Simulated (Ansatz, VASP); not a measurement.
# Cross-check of Ti4P (P/Ti(0001)) between VASP and Ansatz, part 2 of 2

Wanted: the spread between two codes on one cell, functional and k mesh. The structure shown is the end of the Ansatz relaxation below.

VASP 6.6.1 and Ansatz 0.2.0.

So far. Step 4 (Side by side): The forces differ by 2.8 meV/Å r.m.s., which is 1.3 % of the r.m.s. force of 0.214 eV/Å (both taken over all components). With vacuum in the cell, a pressure given here is an average over mostly empty space and none of the material.

### Step 5. Ansatz: relaxation, PBE

Level of this step: Ansatz beside VASP: Kohn-Sham DFT, plane waves, PBE (Ansatz).

This run makes the geometry at which the two programs are then compared. This pair takes another cell of the material, with 17 atoms against 5 for the pair before.

The structure compared here is the end of the Ansatz relaxation.

File input.yaml:

```yaml
crystal:
  lattice:
    - [5.9, 0.0, 0.0]
    - [2.95, 5.1095498824, 0.0]
    - [0.0, 0.0, 27.0804953599]
  atoms:
    - { symbol: Ti, position: [0.3333333333, 0.3333333333, 0.3323425174] }
    - { symbol: Ti, position: [0.0, 0.0, 0.4188365038] }
    - { symbol: Ti, position: [0.3333333333, 0.3333333333, 0.5078416635] }
    - { symbol: Ti, position: [0.0, 0.0, 0.587924204] }
    - { symbol: Ti, position: [0.3333333333, 0.8333333333, 0.3323425174] }
    - { symbol: Ti, position: [0.0, 0.5, 0.4188365038] }
    - { symbol: Ti, position: [0.3333333333, 0.8333333333, 0.5078416635] }
    - { symbol: Ti, position: [0.0, 0.5, 0.587924204] }
    - { symbol: Ti, position: [0.8333333333, 0.3333333333, 0.3323425174] }
    - { symbol: Ti, position: [0.5, 0.0, 0.4188365038] }
    - { symbol: Ti, position: [0.8333333333, 0.3333333333, 0.5078416635] }
    - { symbol: Ti, position: [0.5, 0.0, 0.587924204] }
    - { symbol: Ti, position: [0.8333333333, 0.8333333333, 0.3323425174] }
    - { symbol: Ti, position: [0.5, 0.5, 0.4188365038] }
    - { symbol: Ti, position: [0.8333333333, 0.8333333333, 0.5078416635] }
    - { symbol: Ti, position: [0.5, 0.5, 0.587924204] }
    - { symbol: P, position: [0.1666666667, 0.1666666667, 0.6676574826] }
kpoints:
  mp_grid: { grid: [6, 6, 1] }
hamiltonian:
  xc: pbe
scf:
  occupations: { method: fermi_dirac, width: 0.1 }
  convergence: { dr2_threshold: 1.0e-08 }
efield:
  axis: 3
  dipole_correction: true
  ramp_position: 0.97
  ramp_width: 0.06
relax:
  f_tol: 0.02
  max_steps: 60
  constraints: [{ sites: [0, 1, 4, 5, 8, 9, 12, 13] }]
output:
  dos: { projected: true, e_range: [-8, 4] }
  write_potential: true
  write_density: true
  volumetric_format: npy
  elf: true
```

Run with:

```bash
> ansatz run input.yaml --threads 4 --pin off --max-ram 16384MiB --backend cpu --events-out ev --progress --plain --runs-dir out
```

Numbers of over 12 decimals in the logs are rounded to 6 here.

Output:

```text
[...]
Crystal: 17 atoms, lattice volume = 816.378 Å³
Basis set: ecut = 420 eV, 15823 PW (Γ), exchange–correlation on 80×80×384 points (8 copies of the dense FFT grid, shifted against one another)
Bands: 119, of which v1, the nominal top of the filled ones, is band 99 counted from 1 (98 counted from 0)
Symmetry: 6 space group operations
[...]
- { symbol: Ti, position: [0.336055, 0.827890, 0.507735] }
    - { symbol: Ti, position: [-0.00252231, 0.505045, 0.588103] }
[...]
- { symbol: Ti, position: [0.833333, 0.833333, 0.3323425174] }
    - { symbol: Ti, position: [0.500000, 0.5, 0.418837] }
    - { symbol: Ti, position: [0.833333, 0.833333, 0.504979] }
    - { symbol: Ti, position: [0.500000, 0.5, 0.592092] }
    - { symbol: P, position: [0.166667, 0.166667, 0.650877] }
[key lines of the parts left out:]
SCF converged after 8 iterations
Free energy (F): -40745.169181 eV
Fermi energy:    1.798040 eV
Dipole field:    D = -0.023296 V/Å  (p = -0.105103 e·Å, saw-weighted, corrected)
Work function:   Φ+ = 5.0416 eV   Φ− = 4.4107 eV
```

### Step 6. VASP: single point, PBE, pair 2

The same cell, functional, mesh and smearing now go to VASP, with its own data sets.

File INCAR:

```
SYSTEM = Ti16P
PREC = Accurate
ENCUT = 400
EDIFF = 1E-06
NELM = 120
ISMEAR = -1
SIGMA = 0.1
LREAL = .FALSE.
ALGO = Normal
GGA = PE
NBANDS = 122
LASPH = .TRUE.
LORBIT = 11
LWAVE = .FALSE.
LCHARG = .FALSE.
ISIF = 2
LDIPOL = .TRUE.
IDIPOL = 3
DIPOL = 0.5 0.5 0.473
LVHAR = .TRUE.
GGA_COMPAT = .FALSE.
NELMDL = -8
KPAR = 4
```

File POSCAR:

```
Ti16P
1.0
    5.9000000000      0.0000000000      0.0000000000
    2.9500000000      5.1095498824      0.0000000000
    0.0000000000      0.0000000000     27.0804953599
Ti P
16 1
Direct
    0.3333333334      0.3333333334      0.3323425174
    0.0000000000      0.0000000000      0.4188365038
    0.3360548988      0.3360548988      0.5077350080
    0.9974776913      0.9974776913      0.5881031742
    0.3333333334      0.8333333334      0.3323425174
    0.0000000000      0.5000000000      0.4188365038
    0.3360548988      0.8278902025      0.5077350080
    0.9974776913      0.5050446174      0.5881031742
    0.8333333334      0.3333333334      0.3323425174
    0.5000000000      0.0000000000      0.4188365038
    0.8278902025      0.3360548988      0.5077350080
    0.5050446174      0.9974776913      0.5881031742
    0.8333333334      0.8333333334      0.3323425174
    0.5000000000      0.5000000000      0.4188365038
    0.8333333334      0.8333333334      0.5049792094
    0.5000000000      0.5000000000      0.5920922274
    0.1666666667      0.1666666667      0.6508765048
```

File KPOINTS:

```
Automatic mesh
0
Gamma
6 6 1
0 0 0
```

Potentials, in the order of the species: Ti_sv and P (PBE family, release 64).

Run with:

```bash
> mpirun -np 4 vasp_std
```

Output:

```text
[banner, memory and clock lines left out]
running    4 mpi-ranks, on    1 nodes
[...]
|                                                                             |
|               ----> ADVICE to this user running VASP <----                  |
|                                                                             |
|     You have a (more or less) 'large supercell' and for larger cells it     |
|     might be more efficient to use real-space projection operators.         |
|     Therefore, try LREAL= Auto in the INCAR file.                           |
|     Mind: For very accurate calculation, you might also keep the            |
|     reciprocal projection scheme (i.e. LREAL=.FALSE.).                      |
|                                                                             |

 LDA part: xc-table for (Slater+PW92), standard interpolation
 POSCAR, INCAR and KPOINTS ok, starting setup
[...]
entering main loop
       N       E                     dE             d eps       ncg     rms          rms(c)
DAV:   1     0.230467734508E+04    0.23047E+04   -0.95377E+04  2028   0.137E+03
DAV:   2     0.203387680916E+03   -0.21013E+04   -0.20533E+04  1802   0.487E+02
DAV:   3    -0.779663213513E+02   -0.28135E+03   -0.27285E+03  2664   0.160E+02
DAV:   4    -0.140286759439E+03   -0.62320E+02   -0.61503E+02  2432   0.602E+01
[...]
DAV:  57    -0.125469846066E+03   -0.15902E-05   -0.21324E-07  1088   0.221E-03    0.475E-03
DAV:  58    -0.125469847997E+03   -0.19318E-05   -0.26126E-07  1096   0.179E-03    0.319E-03
DAV:  59    -0.125469848431E+03   -0.43350E-06   -0.34318E-07  1064   0.289E-03
   1 F= -.12546985E+03 E0= -.12499024E+03  d E =-.959221E+00
```

From OUTCAR (step 6):

```text
  Total       -6.6132497     -6.6132497     -7.0943659      0.0000000      0.0000000      0.0000000
  in kB      -12.9787912    -12.9787912    -13.9230026      0.0000000      0.0000000      0.0000000
  external PRESSURE =     -13.2935284 kB  Pullay stress =       0.0000000 kB

 POSITION                                       TOTAL-FORCE (eV/Angst)
 -----------------------------------------------------------------------------------
      2.95000      1.70318      9.00000        -0.015448     -0.008919      0.591666
      0.00000      0.00000     11.34230         0.039277      0.022676     -0.615917
      2.97409      1.71709     13.74972         0.011037      0.006372     -0.008739
      8.82768      5.09666     15.92613        -0.008154     -0.004708     -0.008776
      4.42500      4.25796      9.00000         0.000000      0.017838      0.591666
      1.47500      2.55477     11.34230         0.000000     -0.045353     -0.615917
      4.42500      4.23015     13.74972        -0.000000     -0.012744     -0.008739
      7.37500      2.58055     15.92613        -0.000000      0.009415     -0.008776
      5.90000      1.70318      9.00000         0.015448     -0.008919      0.591666
      2.95000      0.00000     11.34230        -0.039277      0.022676     -0.615917
      5.87591      1.71709     13.74972        -0.011037      0.006372     -0.008739
      5.92232      5.09666     15.92613         0.008154     -0.004708     -0.008776
      7.37500      4.25796      9.00000        -0.000000      0.000000      0.592685
      4.42500      2.55477     11.34230        -0.000000      0.000000     -0.486973
[...]
-----------------------------------------------------------------------------------
    total drift:                               -0.000001     -0.000001     -0.007586

  FREE ENERGIE OF THE ION-ELECTRON SYSTEM (eV)
  ---------------------------------------------------
  free  energy   TOTEN  =      -125.4698484309 eV

  energy  without entropy=     -124.5106279150  energy(sigma->0) =     -124.99023817

[... 3 further parts left out ...]
[key lines of the parts left out:]
E-fermi :   0.0767
```

### Step 7. Side by side

The two programs side by side:

```
                                   quantity  Ansatz  VASP  difference
 work function, lower of the two faces (eV)    4.41  4.41        0.00
work function, higher of the two faces (eV)    5.04  5.04        0.00
```

Forces on 10 of the 17 atoms, those with the largest forces and the largest differences (eV/Å; atoms numbered as in POSCAR):

```
atom         Ansatz x, y, z            VASP x, y, z
 Ti1  -0.015, -0.009, 0.584   -0.015, -0.009, 0.592
 Ti2   0.040, 0.023, -0.616    0.039, 0.023, -0.616
 Ti4  -0.003, -0.002, 0.000  -0.008, -0.005, -0.009
 Ti5    0.000, 0.018, 0.584     0.000, 0.018, 0.592
 Ti6  0.000, -0.046, -0.616   0.000, -0.045, -0.616
 Ti9   0.015, -0.009, 0.584    0.015, -0.009, 0.592
Ti10  -0.040, 0.023, -0.616   -0.039, 0.023, -0.616
Ti12   0.003, -0.002, 0.000   0.008, -0.005, -0.009
Ti13    0.000, 0.000, 0.585     0.000, 0.000, 0.593
 P17    0.000, 0.000, 0.005     0.000, 0.000, 0.022
```

The forces differ by 4.5 meV/Å r.m.s., which is 1.9 % of the r.m.s. force of 0.234 eV/Å (both taken over all components). With vacuum in the cell, a pressure given here is an average over mostly empty space and none of the material.

### Step 8. Ansatz: relaxation, PBE

This run makes the geometry at which the two programs are then compared. This pair takes another cell of the material, with 18 atoms against 17 for the pair before.

The structure compared here is the end of the Ansatz relaxation.

Changes to input.yaml since step 5:

```diff
@@ -23,2 +23,3 @@
     - { symbol: P, position: [0.1666666667, 0.1666666667, 0.6676574826] }
+    - { symbol: P, position: [0.6666666667, 0.1666666667, 0.6676574826] }
 kpoints:
```

Run with:

```bash
> ansatz run input.yaml --threads 4 --pin off --max-ram 16384MiB --backend cpu --events-out ev --progress --plain --runs-dir out
```

Output:

```text
[...]
Crystal: 18 atoms, lattice volume = 816.378 Å³
Basis set: ecut = 420 eV, 15823 PW (Γ), exchange–correlation on 80×80×384 points (8 copies of the dense FFT grid, shifted against one another)
Bands: 122, of which v1, the nominal top of the filled ones, is band 101 counted from 1 (100 counted from 0)
Symmetry: 4 space group operations
[...]
- { symbol: Ti, position: [0.83333333335, 0.833333, 0.332343] }
    - { symbol: Ti, position: [0.500000, 0.5, 0.4188365038] }
    - { symbol: Ti, position: [0.835345, 0.829309, 0.506152] }
    - { symbol: Ti, position: [0.497638, 0.504725, 0.591600] }
    - { symbol: P, position: [0.165778, 0.168445, 0.656683] }
    - { symbol: P, position: [0.665778, 0.168445, 0.656683] }
[key lines of the parts left out:]
SCF converged after 8 iterations
Free energy (F): -41501.719311 eV
Fermi energy:    1.872929 eV
Dipole field:    D = -0.041979 V/Å  (p = -0.189393 e·Å, saw-weighted, corrected)
Work function:   Φ+ = 5.5472 eV   Φ− = 4.4103 eV
```

### Step 9. VASP: single point, PBE, pair 3

The same cell, functional, mesh and smearing now go to VASP, with its own data sets.

Changes to INCAR since step 6:

```diff
@@ -1,2 +1,2 @@
-SYSTEM = Ti16P
+SYSTEM = Ti8P
 PREC = Accurate
@@ -10,3 +10,3 @@
 GGA = PE
-NBANDS = 122
+NBANDS = 125
 LASPH = .TRUE.
@@ -18,3 +18,3 @@
 IDIPOL = 3
-DIPOL = 0.5 0.5 0.473
+DIPOL = 0.5 0.5 0.483
 LVHAR = .TRUE.
```

File POSCAR:

```
Ti8P
1.0
    5.9000000000      0.0000000000      0.0000000000
    2.9500000000      5.1095498824      0.0000000000
    0.0000000000      0.0000000000     27.0804953599
Ti P
16 2
Direct
    0.3333333334      0.3333333333      0.3323425174
    0.0000000000      0.0000000000      0.4188365038
    0.3308388450      0.3383223100      0.5068715433
    0.9986171584      0.0027656832      0.5885265164
    0.3333333334      0.8333333333      0.3323425174
    0.0000000000      0.5000000000      0.4188365038
    0.3353453140      0.8293093721      0.5061524888
    0.9976375821      0.5047248358      0.5916003326
    0.8333333334      0.3333333333      0.3323425174
    0.5000000000      0.0000000000      0.4188365038
    0.8308388450      0.3383223100      0.5068715433
    0.4986171584      0.0027656832      0.5885265164
    0.8333333334      0.8333333333      0.3323425174
    0.5000000000      0.5000000000      0.4188365038
    0.8353453140      0.8293093721      0.5061524888
    0.4976375821      0.5047248358      0.5916003326
    0.1657777216      0.1684445568      0.6566826563
    0.6657777216      0.1684445568      0.6566826563
```

KPOINTS is that of step 6.

Run with:

```bash
> mpirun -np 4 vasp_std
```

Output:

```text
[banner, memory and clock lines left out]
running    4 mpi-ranks, on    1 nodes
[...]
[... a notice as in an earlier step ...]

 LDA part: xc-table for (Slater+PW92), standard interpolation
 POSCAR, INCAR and KPOINTS ok, starting setup
[...]
entering main loop
       N       E                     dE             d eps       ncg     rms          rms(c)
DAV:   1     0.236054865089E+04    0.23605E+04   -0.96900E+04  3874   0.138E+03
DAV:   2     0.208062430385E+03   -0.21525E+04   -0.21021E+04  3421   0.485E+02
DAV:   3    -0.832637382404E+02   -0.29133E+03   -0.28213E+03  5124   0.160E+02
DAV:   4    -0.146411267812E+03   -0.63148E+02   -0.62271E+02  4628   0.596E+01
[...]
DAV:  41    -0.131709204302E+03   -0.26608E-05   -0.12892E-07  1948   0.968E-04    0.372E-04
DAV:  42    -0.131709206454E+03   -0.21518E-05   -0.12468E-07  2012   0.800E-04    0.461E-04
DAV:  43    -0.131709207151E+03   -0.69717E-06   -0.51661E-08  1836   0.574E-04
   1 F= -.13170921E+03 E0= -.13123059E+03  d E =-.957242E+00
```

Parts of OUTCAR (step 9):

```text
  Total       -8.5797468     -5.6123189     -6.9168899      0.0000000      0.0151828      0.0000000
  in kB      -16.8381275    -11.0144207    -13.5746983      0.0000000      0.0297970      0.0000000
  external PRESSURE =     -13.8090822 kB  Pullay stress =       0.0000000 kB

 POSITION                                       TOTAL-FORCE (eV/Angst)
 -----------------------------------------------------------------------------------
      2.95000      1.70318      9.00000        -0.000000     -0.007107      0.576912
      0.00000      0.00000     11.34230         0.000000      0.030476     -0.606371
      2.95000      1.72867     13.72633        -0.000000      0.006075     -0.005776
      5.90000      0.01413     15.93759        -0.000000     -0.014108     -0.009904
      4.42500      4.25796      9.00000        -0.000000      0.010887      0.591381
      1.47500      2.55477     11.34230         0.000000     -0.034941     -0.550818
      4.42500      4.23740     13.70686        -0.000000     -0.006367     -0.008204
      7.37500      2.57892     16.02083        -0.000000      0.012779     -0.004088
      5.90000      1.70318      9.00000        -0.000000     -0.007107      0.576912
      2.95000      0.00000     11.34230         0.000000      0.030476     -0.606371
      5.90000      1.72867     13.72633        -0.000000      0.006075     -0.005776
      2.95000      0.01413     15.93759        -0.000000     -0.014108     -0.009904
      7.37500      4.25796      9.00000        -0.000000      0.010887      0.591381
      4.42500      2.55477     11.34230         0.000000     -0.034941     -0.550818
[...]
-----------------------------------------------------------------------------------
    total drift:                               -0.000008     -0.005090     -0.002762

  FREE ENERGIE OF THE ION-ELECTRON SYSTEM (eV)
  ---------------------------------------------------
  free  energy   TOTEN  =      -131.7092071507 eV

  energy  without entropy=     -130.7519654982  energy(sigma->0) =     -131.23058632

[... 1 part as in an earlier step ...]

[... 2 further parts left out ...]
[key lines of the parts left out:]
E-fermi :   0.1331
```

### Step 10. Comparison

Both answers:

```
                                   quantity  Ansatz  VASP  difference
 work function, lower of the two faces (eV)    4.41  4.41        0.00
work function, higher of the two faces (eV)    5.55  5.54        0.00
```

Forces on 10 of the 18 atoms, those with the largest forces and the largest differences (eV/Å; atoms numbered as in POSCAR):

```
atom         Ansatz x, y, z           VASP x, y, z
 Ti1   0.000, -0.007, 0.570   0.000, -0.007, 0.577
 Ti2   0.000, 0.030, -0.607   0.000, 0.030, -0.606
 Ti5    0.000, 0.011, 0.584    0.000, 0.011, 0.591
 Ti8    0.000, 0.008, 0.010   0.000, 0.013, -0.004
 Ti9   0.000, -0.007, 0.570   0.000, -0.007, 0.577
Ti10   0.000, 0.030, -0.607   0.000, 0.030, -0.606
Ti13    0.000, 0.011, 0.584    0.000, 0.011, 0.591
Ti14  0.000, -0.035, -0.551  0.000, -0.035, -0.551
Ti16    0.000, 0.008, 0.010   0.000, 0.013, -0.004
 P18    0.000, 0.009, 0.009    0.000, 0.002, 0.017
```

The forces differ by 4.3 meV/Å r.m.s., which is 1.9 % of the r.m.s. force of 0.224 eV/Å (both taken over all components). With vacuum in the cell, a pressure given here is an average over mostly empty space and none of the material.

### Step 11. Summary of results

```yaml
r_m_s_force_difference_single_point_pbe_pair_1: 1.3 % of the r.m.s. force
r_m_s_force_difference_single_point_pbe_pair_2: 1.9 % of the r.m.s. force
r_m_s_force_difference_single_point_pbe_pair_3: 1.9 % of the r.m.s. force
```

The r.m.s. force difference is 1.9 % of the r.m.s. force (single point, PBE, pair 2), within the 3 % picked in this series as the mark of a large difference. 3 further runs of this series are not shown here. Such differences can come from data sets, numerical settings and the points named under the comparisons, not from the functional's error against experiment.

[Lines on the potential files, build, host, timing and source positions are cut from VASP's logs without a mark.]

[Logs are printed without paths, hosts, clocks, repeated set-up lines and the standing remarks that a program may print on its own settings, such as how far it seeks lower states.]

[Hosts, paths, dates, database ids (printed as entryN), source tags and the programs' standing remarks are cut or masked in the printed files.]
